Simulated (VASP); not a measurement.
Data:

```yaml
crystal:
  lattice:
    - [0.00000, 2.04100, 2.04100]
    - [2.04100, 0.00000, 2.04100]
    - [2.04100, 2.04100, 0.00000]
  atoms:
    - { symbol: Al, position: [0.00000, 0.00000, 0.00000] }
```

All values below come from vdW-DF2, VASP's PBE PAW potentials (set 64) (plane waves; VASP). Numerical set-up: 520 eV cut-off, Gaussian smearing of 0.050 eV, potentials Al.

Task: Estimate the band gap (along the path) with the smallest direct gap where there is one.

Result: 
```yaml
band gap (along the path): none (metal, semimetal or under 0.01 eV)
```

Only differences to runs with the same potentials and settings are physical.

The compound is Al in the fcc structure. It was relaxed first.
